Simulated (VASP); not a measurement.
CsH (space group Fm-3m): the band gap from VASP (plane waves, PAW) at several levels of theory. Gaps are without spin-orbit coupling. Each level names its cell: its own relaxed one, PBE's, or the starting one. A gap is the smallest over the k-mesh and a band path; hybrids may have named points in place of the path, and GW has the mesh alone.

| level | band gap (eV) |
|---|---|
| r2SCAN (own cell) | 2.66 |
| HSE06 (PBE cell) | 3.28 |

The cell of the r2SCAN (own cell) run:

```
CsH
1.0
    0.00000     3.18538     3.18538
    3.18538     0.00000     3.18538
    3.18538     3.18538     0.00000
Cs H
1 1
Direct
  0.00000   0.00000   0.00000
  0.50000   0.50000   0.50000
```

Only levels that ran to the end are used. Left out are those held back, those with too coarse a band path, GW runs whose mesh misses a band edge, hybrids' fits of cells that aren't cubic and levels without matching references; a question may draw on a part of the rest.

The structure comes from a computed database's CsH entry (Fm-3m); how it stands against other phases isn't given here.
